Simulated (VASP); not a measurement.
```
CELL_PARAMETERS angstrom
      0.00000     2.25405     2.25405
      2.25405     0.00000     2.25405
      2.25405     2.25405     0.00000
ATOMIC_POSITIONS crystal
  Nb 0.00000 0.00000 0.00000
  C  0.50000 0.50000 0.50000
```

Method: PBE GGA, VASP's PBE PAW potentials (set 64) (plane waves; VASP 6.6.1). Numerical set-up: 400 eV cut-off, 13×13×13 Γ-centred mesh, first-order Methfessel-Paxton smearing of 0.10 eV, potentials Nb_sv C.

At this cut-off the stress carries a Pulay error, which pulls relaxed volumes low.

Question: Predict the energy per atom (σ→0), pressure, band gap (on the k-mesh) with the smallest direct gap where there is one.

Answer: 
| Item | Result |
|---|---|
| band gap (on the k-mesh) | none (metal, semimetal or under 0.01 eV) |
| energy per atom (σ→0) | -10.273 eV/atom |
| pressure | -6.19 GPa |

Total energies compare only between runs with the same potentials, cut-off and functional.

The structure comes from a computed database's NbC entry; how it stands against other phases isn't given here. The cell was not relaxed at this level. The electron count is odd and the run is not spin-polarised, which forces a metal.
